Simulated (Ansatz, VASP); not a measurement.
Two plane-wave programs on NaMgF3

File INCAR:

```
SYSTEM = NaMgF3
PREC = Accurate
ENCUT = 520
EDIFF = 1E-6
ISMEAR = 0
SIGMA = 0.05
LREAL = .False.
LASPH = .True.
NELM = 100
ALGO = Normal
ISIF = 2
LWAVE = .False.
LCHARG = .False.
GGA = CA
NBANDS = 23
```

The input KPOINTS:

```
Automatic mesh
0
Gamma
  6 6 6
  0 0 0
```

Contents of POSCAR:

```
NaMgF3
1.0
    3.9508390000      0.0000000000      0.0000000000
    0.0000000000      3.9508390000      0.0000000000
    0.0000000000      0.0000000000      3.9508390000
Na Mg F
1 1 3
Direct
    0.0000000000      0.0000000000      0.0000000000
    0.5000000000      0.5000000000      0.4430500711
    0.5000000000      0.5000000000      0.0000000000
    0.5000000000      0.0000000000      0.5000000000
    0.0000000000      0.5000000000      0.5000000000
```

Input for Ansatz:

```yaml
crystal:
  lattice:
    - [3.950839, 0.0, 0.0]
    - [0.0, 3.950839, 0.0]
    - [0.0, 0.0, 3.950839]
  atoms:
    - { symbol: Na, position: [0.0, 0.0, 0.0] }
    - { symbol: Mg, position: [0.5, 0.5, 0.4430500711] }
    - { symbol: F, position: [0.5, 0.5, 0.0] }
    - { symbol: F, position: [0.5, 0.0, 0.5] }
    - { symbol: F, position: [0.0, 0.5, 0.5] }
basis:
  ecutwfc: 420
kpoints:
  mp_grid: { grid: [6, 6, 6] }
hamiltonian:
  xc: lda
scf:
  occupations: { method: gaussian, width: 0.05 }
output:
  forces: true
  stress: true
  eigenvalues: true
```

Change from the starting cell: all Mg atoms moved +0.225 Å, as atom 2 towards its neighbour atom 3 (F) at 1.975 Å.

Alike in both runs: task single point; functional LDA; k mesh 6 × 6 × 6; occupations gaussian, width 0.05 eV; no spin polarisation.

```csv
,VASP,Ansatz
version,VASP 6.6.1,Ansatz 0.2.0
potentials or method,"VASP PAW LDA potentials, release 64 (Na_pv, Mg, F)","scalar-relativistic, plane waves, PAW"
plane-wave cutoff (eV),520,420
valence electrons in the cell,30,40
```

Ansatz gave:

| Quantity | Value |
| --- | --- |
| gap on the k mesh at the Fermi level (eV) | 5.55 |
| least direct gap on the mesh (eV) | 6.04 |
| pressure (GPa) | -4.2 |
| largest component of the traceless stress (GPa) | 5.14 |
| rms of the force components (eV/Å) | 0.946 |

Problem. Estimate VASP's values.

Solution. gap on the k mesh at the Fermi level (eV): 5.53; least direct gap on the mesh (eV): 6.02; pressure (GPa): -5.0; largest component of the traceless stress (GPa): 5.39; rms of the force components (eV/Å): 0.986.

Atom by atom the forces differ by 0.040 eV/Å (rms over components). The two sets of potentials don't hold the same shells in valence.

Caveats: forces of over 1 eV/Å show positions far from the minimum, so gaps and moduli don't describe the material at rest. A k mesh can miss the band edges.
